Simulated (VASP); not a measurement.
Given:

```yaml
crystal:
  lattice:
    - [0.00000, 2.91222, 2.91222]
    - [2.91222, 0.00000, 2.91222]
    - [2.91222, 2.91222, 0.00000]
  atoms:
    - { symbol: Eu, position: [0.00000, 0.00000, 0.00000] }
    - { symbol: S, position: [0.50000, 0.50000, 0.50000] }
```

These are rev-vdW-DF2, VASP's PBE PAW potentials (set 64) (plane waves; VASP) values and carry that method's errors. Run with 520 eV cut-off, Gaussian smearing of 0.050 eV, potentials Eu_2 S.

The 4f electrons are frozen in the core of the lanthanide potential, so 4f levels, which can set the real gap, and their magnetism are missing.

Task: Give the energies of bands 5 to 10 at the high-symmetry points, in eV from the valence-band maximum.

Result: 
```json
[
 {"band": "5", "Γ": "0.00", "X": "-1.35", "U": "-1.61", "L": "-2.96", "W": "-1.61"},
 {"band": "6", "Γ": "0.00", "X": "-0.42", "U": "-1.28", "L": "-1.42", "W": "-1.15"},
 {"band": "7", "Γ": "0.00", "X": "-0.42", "U": "-0.94", "L": "-1.42", "W": "-1.15"},
 {"band": "8", "Γ": "4.00", "X": "1.88", "U": "3.39", "L": "5.72", "W": "4.69"},
 {"band": "9", "Γ": "4.00", "X": "6.35", "U": "6.78", "L": "6.47", "W": "4.69"},
 {"band": "10", "Γ": "4.00", "X": "6.52", "U": "7.40", "L": "7.06", "W": "6.83"}
]
```

The gap is indirect, 1.87 eV, from the valence maximum at Γ to the conduction minimum at X.

The compound is EuS in the rock salt structure. It was relaxed first, which changed the volume by -7 %.
